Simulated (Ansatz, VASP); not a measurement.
One calculation of NbSeN, two programs

Contents of INCAR:

```
PREC     = Accurate       # precision mode
ENCUT    = 520            # plane-wave cutoff, eV
EDIFF    = 1E-7           # SCF threshold, eV
ISMEAR   = -1             # smearing method
SIGMA    = 0.05           # smearing width, eV
LREAL    = False          # projectors in reciprocal space
LASPH    = True           # aspherical terms in the spheres
NELM     = 100            # most SCF steps
ALGO     = Normal         # electronic algorithm
ISIF     = 2              # what is computed and relaxed
LWAVE    = False          # write WAVECAR
LCHARG   = True           # write CHGCAR
GGA      = PE             # functional
LELF     = True           # ELF
LVHAR    = True         
NBANDS   = 33             # bands
```

KPOINTS

```
Automatic mesh
0
Gamma
  7 7 4
```

File POSCAR:

```
NbSeN
1.0
    3.6724980000      0.0000000000      0.0000000000
    0.0000000000      3.6724980000      0.0000000000
    0.0000000000      0.0000000000      6.3781640000
Nb Se N
2 2 2
Direct
    0.0000000000      0.5000000000      0.8269710000
    0.5000000000      0.0000000000      0.1730290000
    0.0000000000      0.5000000000      0.3814760000
    0.5000000000      0.0000000000      0.6185240000
    0.0000000000      0.0000000000      0.0000000000
    0.5000000000      0.5000000000      0.0000000000
```

File input.yaml:

```yaml
crystal:
  lattice:
    - [3.672498, 0.0, 0.0]
    - [0.0, 3.672498, 0.0]
    - [0.0, 0.0, 6.378164]
  atoms:
    - { symbol: Nb, position: [0.0, 0.5, 0.826971] }
    - { symbol: Nb, position: [0.5, 0.0, 0.173029] }
    - { symbol: Se, position: [0.0, 0.5, 0.381476] }
    - { symbol: Se, position: [0.5, 0.0, 0.618524] }
    - { symbol: "N", position: [0.0, 0.0, 0.0] }
    - { symbol: "N", position: [0.5, 0.5, 0.0] }
hamiltonian:
  xc: pbe
  pseudopotentials: { kind: paw }
kpoints:
  mp_grid: { grid: [7, 7, 4] }
scf:
  occupations: { method: fermi_dirac, width: 0.05 }
output:
  forces: true
  stress: true
  eigenvalues: true
  write_density: true
  write_potential: true
  elf: true
  volumetric_format: npy
```

The cell comes from a database or a generator and needn't be the stable form of this composition.

Alike in both runs: task single point; functional PBE; k mesh 7 × 7 × 4; occupations fermi-dirac, width 0.05 eV; no spin polarisation.

|  | VASP | Ansatz |
| --- | --- | --- |
| version | VASP 6.6.1 | Ansatz 0.2.0 |
| potentials or method | VASP PAW PBE potentials, release 64 (Nb_sv, Se, N) | Ansatz PAW |
| plane-wave cutoff (eV) | 520 | 420 |
| valence electrons in the cell | 48 | 68 |

|  | VASP | Ansatz | Ansatz less VASP |
| --- | --- | --- | --- |
| gap on the k mesh at the Fermi level (eV) | none | none | - |
| pressure (GPa) | -3.3 | -3.1 | +0.16 |
| largest component of the traceless stress (GPa) | 0.37 | 0.36 | -0.008 |
| rms of the force components (eV/Å) | 0.172 | 0.167 | -0.0045 |

Atom by atom the forces differ by 0.005 eV/Å (rms over components). A gap of «none» marks a metal or a gap that the smearing closes. The two sets of potentials don't hold the same shells in valence.
